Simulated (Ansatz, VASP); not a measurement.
**One calculation of BeCdS4, two programs**

File INCAR:

```
SYSTEM = BeCdS4
PREC     = Accurate       ! precision mode
ENCUT    = 600            ! plane-wave cutoff, eV
EDIFF    = 1E-7           ! SCF threshold, eV
ISMEAR   = 0              ! smearing method
SIGMA    = 0.2            ! smearing width, eV
LREAL    = .False.        ! projectors in reciprocal space
LASPH    = .True.         ! aspherical terms in the spheres
NELM     = 60             ! most SCF steps
ALGO     = Normal         ! electronic algorithm
ISIF     = 3              ! what is computed and relaxed
LWAVE    = .False.        ! write WAVECAR
LCHARG   = .False.        ! write CHGCAR
GGA      = PE             ! functional
IBRION   = 2              ! ionic algorithm
NSW      = 36             ! ionic steps
EDIFFG   = -0.08          ! ionic threshold
```

KPOINTS

```
regular mesh
0
Gamma
  3 5 3
  0 0 0
```

File POSCAR:

```
BeCdS4
1.0
    5.6881951000      0.0000000000      0.0000000000
    0.0000000000      3.0857955400      0.0000000000
   -0.0068618400      0.0000000000      6.4031614300
Be Cd S
1 1 4
Direct
    0.0000000000      0.0000000000      0.0000000000
    0.5000000000      0.5000000000      0.5000000000
    0.3030270000      0.5000000000      0.1337669900
    0.6969730000      0.5000000000      0.8662330100
    0.8222870200      0.0000000000      0.3479250100
    0.1777129800      0.0000000000      0.6520749900
```

Input for Ansatz:

```yaml
crystal:
  lattice:
    - [5.6881951, 0.0, 0.0]
    - [0.0, 3.08579554, 0.0]
    - [-0.00686184, 0.0, 6.40316143]
  atoms:
    - { symbol: Be, position: [0.0, 0.0, 0.0] }
    - { symbol: Cd, position: [0.5, 0.5, 0.5] }
    - { symbol: S, position: [0.303027, 0.5, 0.13376699] }
    - { symbol: S, position: [0.696973, 0.5, 0.86623301] }
    - { symbol: S, position: [0.82228702, 0.0, 0.34792501] }
    - { symbol: S, position: [0.17771298, 0.0, 0.65207499] }
basis:
  ecutwfc: 420
kpoints:
  mp_grid: { grid: [3, 5, 3] }
hamiltonian:
  xc: pbe
scf:
  occupations: { method: gaussian, width: 0.2 }
  lower_state_search: "off"
output:
  forces: true
  stress: true
  eigenvalues: true
relax:
  adjacent_minimum: "off"
  f_tol: 0.08
  max_steps: 16
  cell: { stress_tol: 0.8 }
```

Change from the starting cell: species swapped into the CrFeSb4 type (P2/m, No. 10).

Alike in both runs: task relaxation of cell and atoms; functional PBE; k mesh 3 × 5 × 3; occupations gaussian, width 0.2 eV; no spin polarisation.

```csv
,VASP,Ansatz
version,VASP 6.6.1,Ansatz 0.2.0
potentials or method,"VASP PAW PBE potentials, release 64 (Be, Cd, S)","scalar-relativistic, plane waves, PAW"
plane-wave cutoff (eV),600,420
valence electrons in the cell,38,46
```

|  | VASP | Ansatz | Ansatz less VASP |
| --- | --- | --- | --- |
| gap on the k mesh at the Fermi level, each at its own relaxed structure (eV) | 0.86 | 0.83 | -0.033 |
| relaxed volume (Å³/atom) | 18.14 | 18.12 | -0.025 |
| relaxed cell length with the largest relative difference (Å) | 5.963 | 5.952 | -0.0114 |
| energy change over the relaxation (meV/atom) | -538 | -529 | +9.4 |

The two sets of potentials don't hold the same shells in valence.

Caveats: an odd mesh through Γ misses points on the zone boundary, where band edges often lie.
